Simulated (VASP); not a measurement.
# ZnAg (Pm-3m) in VASP: single point with LDA

Aim: the single point of ZnAg with LDA.

All numbers are computed with VASP 6.6.1; they aren't measurements. Logs are shortened: lines on timing, memory, paths and dates and some standing lists are left out, and cuts for length are marked.

## 1. The crystal as given

It takes space group Pm-3m (No. 221, cubic). The conventional cell has a = 3.156 Å, b = 3.156 Å, c = 3.156 Å, α = 90.00°, β = 90.00°, γ = 90.00°. Zn (site symmetry m-3m) is surrounded by 8 Ag at 2.73 Å. Ag (site symmetry m-3m) has 8 Zn at 2.73 Å as nearest neighbours.

## 2. Single point, LDA

Contents of INCAR:

```
ALGO = Fast
EDIFF = 1E-6
ENCUT = 520
ISIF = 2
ISMEAR = 0
LASPH = True
LCHARG = False
LREAL = False
LWAVE = False
NBANDS = 18
NELM = 100
PREC = Accurate
SIGMA = 0.15
```

Contents of KPOINTS:

```
k-points
0
Gamma
  16 16 16
```

Contents of POSCAR:

```
ZnAg
1.0
    3.1560000000      0.0000000000      0.0000000000
    0.0000000000      3.1560000000      0.0000000000
    0.0000000000      0.0000000000      3.1560000000
Zn Ag
1 1
Direct
    0.5000000000      0.5000000000      0.5000000000
    0.0000000000      0.0000000000      0.0000000000
```

Potentials or basis: VASP PAW LDA potentials, release 64 (Zn, Ag).

Command:

```sh
> cat potpaw_LDA.64/Zn/POTCAR potpaw_LDA.64/Ag/POTCAR > POTCAR
> mpirun -np 1 vasp_std > vasp.out
```

OUTCAR:

```text
EDIFF = 1E-6
   ENCUT = 520
   ISIF = 2
   ISMEAR = 0
   LASPH = True
   LREAL = False
   NELM = 100
   PREC = Accurate

 ion  position               nearest neighbor table
   1  0.500  0.500  0.500-   2 2.73   2 2.73   2 2.73   2 2.73   2 2.73   2 2.73   2 2.73   2 2.73

   2  0.000  0.000  0.000-   1 2.73   1 2.73   1 2.73   1 2.73   1 2.73   1 2.73   1 2.73   1 2.73

  LATTYP: Found a simple cubic cell.
 ALAT       =     3.1560000000

  Lattice vectors:

 A1 = (   3.1560000000,   0.0000000000,   0.0000000000)
 A2 = (   0.0000000000,   3.1560000000,   0.0000000000)
 A3 = (   0.0000000000,   0.0000000000,   3.1560000000)

Analysis of symmetry for initial positions (statically):
=====================================================================
 Subroutine PRICEL returns:
 Original cell was already a primitive cell.

 Routine SETGRP: Setting up the symmetry group for a
 simple cubic supercell.

 Subroutine GETGRP returns: Found 48 space group operations
 (whereof 48 operations were pure point group operations)
 out of a pool of 48 trial point group operations.

The static configuration has the point symmetry O_h .

Analysis of symmetry for dynamics (positions and initial velocities):
=====================================================================
 Subroutine PRICEL returns:
 Original cell was already a primitive cell.

 Routine SETGRP: Setting up the symmetry group for a
 simple cubic supercell.

 Subroutine GETGRP returns: Found 48 space group operations
 (whereof 48 operations were pure point group operations)
 out of a pool of 48 trial point group operations.

The dynamic configuration has the point symmetry O_h .

 Subroutine INISYM returns: Found 48 space group operations
 (whereof 48 operations are pure point group operations),
 and found     1 'primitive' translations

----------------------------------------------------------------------------------------

                                     Primitive cell

  volume of cell :      31.4348

  direct lattice vectors                    reciprocal lattice vectors
     3.156000000  0.000000000  0.000000000     0.316856781  0.000000000  0.000000000
     0.000000000  3.156000000  0.000000000     0.000000000  0.316856781  0.000000000
     0.000000000  0.000000000  3.156000000     0.000000000  0.000000000  0.316856781

  length of vectors
     3.156000000  3.156000000  3.156000000     0.316856781  0.316856781  0.316856781

[... 79 lines left out ...]
   NELM   =    100;   NELMIN=  2; NELMDL= -5     # of ELM steps
   EDIFF  = 0.1E-05   stopping-criterion for ELM
   LREAL  =      F    real-space projection
   EDIFFG = 0.1E-04   stopping-criterion for IOM
   NSW    =      0    number of steps for IOM
   IBRION =     -1    ionic relax: 0-MD 1-quasi-New 2-CG
   NFREE  =      0    steps in history (QN), initial steepest desc. (CG)
   ISIF   =      2    stress and relaxation
   ISYM   =      2    0-nonsym 1-usesym 2-fastsym
   POTIM  = 0.5000    time-step for ionic-motion
   TEBEG  =    0.0;   TEEND  =   0.0 temperature during run
   PSTRESS=    0.0 pullay stress
   NELECT =      23.0000    total number of electrons
   NUPDOWN=      -1.0000    fix difference up-down
   EMIN   =  10.00;   EMAX   =-10.00  energy-range for DOS
   EFERMI =   0.00;   METHOD = LEGACY
   ISMEAR =     0;   SIGMA  =   0.15  broadening in eV -4-tet -1-fermi 0-gaus
   EFERMI_NEDOS =   21; number of points for ismear=-14 and -15
   IALGO  =     68    algorithm
   IMIX   =      4    mixing-type and parameters
     AMIX     =   0.40;   BMIX     =  1.00
     AMIX_MAG =   1.60;   BMIX_MAG =  1.00
  volume/ion in A,a.u.               =      15.72       106.07
  Fermi-wavevector in a.u.,A,eV,Ry     =   1.475187  2.787699 29.608687  2.176177
  Thomas-Fermi vector in A             =   2.589867
   LORBIT       =      0    0 simple, 1 ext, 2 COOP (PROOUT), +10 PAW based schemes
   GGA     = CA    functional components
   LHFCALC =     F    Hartree Fock is set to
   AEXX    =    0.0000 exact exchange contribution
   IVDW    =     0    specifies the selected vdW correction
   LEPSILON=     F    determine dielectric tensor
   LRPA    =     F    only Hartree local field effects (RPA)
 non-spin polarized calculation
 RMM-DIIS sequential band-by-band and
 Gauss-broadening in eV      SIGMA  =   0.15
  energy-cutoff  :      520.00
  volume of cell :       31.43
 maximum number of plane-waves:       876
 NGX is ok and might be reduce to    24
   NGX = 11   NGY = 11   NGZ = 11

 number of electron      23.0000018 magnetization

 Free energy of the ion-electron system (eV)
  ---------------------------------------------------
  ext. energy  EPLUGINS =         0.00000000
  ---------------------------------------------------
  free energy    TOTEN  =        -5.73512100 eV

  energy without entropy =       -5.72818489  energy(sigma->0) =       -5.73165295

 E-fermi :   6.0924     XC(G=0): -12.4183

 val. band max:        6.0807038823   @ k =   0.5000   0.3750   0.3125
 cond. band min:       6.0933043986   @ k =   0.3750   0.3125   0.1250
 fundamental gap:      0.0126005163
 Fermi energy:         6.0924311324

 k-point     1 :       0.0000    0.0000    0.0000
  band No.  band energies     occupation
      1      -3.3671      2.00000
      2      -1.8562      2.00000
      3      -1.8562      2.00000
      4      -1.2835      2.00000
      5      -1.2835      2.00000
      6      -1.2835      2.00000
[... 481 lines left out ...]
      5      -1.2223      2.00000
      6      -0.0384      2.00000
[... 10 lines left out ...]
     17      17.8629      0.00000
     18      20.4285      0.00000

 [... further k-points ...]

------------------------ aborting loop because EDIFF is reached ----------------------------------------

  FORCE on cell =-STRESS in cart. coord.  units (eV):
  Direction    XX          YY          ZZ          XY          YZ          ZX
  --------------------------------------------------------------------------------------
  -------------------------------------------------------------------------------------
  Total       -1.5017720     -1.5017720     -1.5017720      0.0000000      0.0000000     -0.0000000
  in kB      -76.5426681    -76.5426681    -76.5426681      0.0000000      0.0000000     -0.0000000
  external PRESSURE =     -76.5426681 kB  Pullay stress =       0.0000000 kB

 VOLUME and BASIS-vectors are now :
 -----------------------------------------------------------------------------
  energy-cutoff  :      520.00
  volume of cell :       31.43
      direct lattice vectors                 reciprocal lattice vectors
     3.156000000  0.000000000  0.000000000     0.316856781  0.000000000  0.000000000
     0.000000000  3.156000000  0.000000000     0.000000000  0.316856781  0.000000000
     0.000000000  0.000000000  3.156000000     0.000000000  0.000000000  0.316856781

 POSITION                                       TOTAL-FORCE (eV/Angst)
 -----------------------------------------------------------------------------------
      1.57800      1.57800      1.57800         0.000000      0.000000      0.000000
      0.00000      0.00000      0.00000         0.000000      0.000000      0.000000
 -----------------------------------------------------------------------------------
    total drift:                                0.000000      0.000000     -0.000000

  FREE ENERGIE OF THE ION-ELECTRON SYSTEM (eV)
  ---------------------------------------------------
  free  energy   TOTEN  =        -5.7351210024 eV

  energy  without entropy=       -5.7281848878  energy(sigma->0) =       -5.73165295
```

stdout:

```text
POSCAR found type information on POSCAR ZnAg
 POSCAR found :  2 types and       2 ions
 scaLAPACK will be used
 LDA part: xc-table for (Slater(with rela. corr.)+CA(PZ))
 , standard interpolation
 POSCAR, INCAR and KPOINTS ok, starting setup
 FFT: planning ... GRIDC
 FFT: planning ... GRID_SOFT
 FFT: planning ... GRID
 WAVECAR not read
 entering main loop
```

Run time: 48 s. Hardware: 1 thread of AMD EPYC 7R43 (Zen 3), shared host; peak memory 0.17 GiB.

Results:

```
Free energy            : -5.7351 eV
Pressure               : -7.7 GPa
Band gap on the k mesh : none (metal or under the smearing width)
```

Levels at points of the mesh, in eV from the Fermi level:
```csv
k point,band 10,band 11,band 12,band 13,band 14,band 15
"(0.00, 0.00, 0.00)",-4.30,-4.30,5.29,5.29,5.29,10.15
"(0.50, 0.00, 0.00)",-5.11,-4.43,-2.60,10.43,10.43,11.05
"(0.50, 0.50, 0.00)",-3.93,-1.59,-1.59,1.38,2.19,10.67
"(0.50, 0.50, 0.50)",-3.90,1.56,4.12,4.12,4.12,4.76
```
